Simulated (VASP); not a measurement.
```
CELL_PARAMETERS angstrom
      0.00000     2.03389     2.03389
      2.03389     0.00000     2.03389
      2.03389     2.03389     0.00000
ATOMIC_POSITIONS crystal
  Au 0.00000 0.00000 0.00000
```

Method: r2SCAN+rVV10, VASP's PBE PAW potentials (set 64) (plane waves; VASP). Numerical set-up: 520 eV cut-off, 15×15×15 Γ-centred mesh, first-order Methfessel-Paxton smearing of 0.10 eV, potentials Au.

### Question
Give the stress tensor in GPa (positive for a compressed cell).

### Answer

```
5.52  0.00  0.00
0.00  5.52  0.00
0.00  0.00  5.52
```
The pressure is its mean diagonal, 5.52 GPa.

The compound is Au in the fcc structure. This cell is one point of a volume scan, at 0.97 of the reference volume.
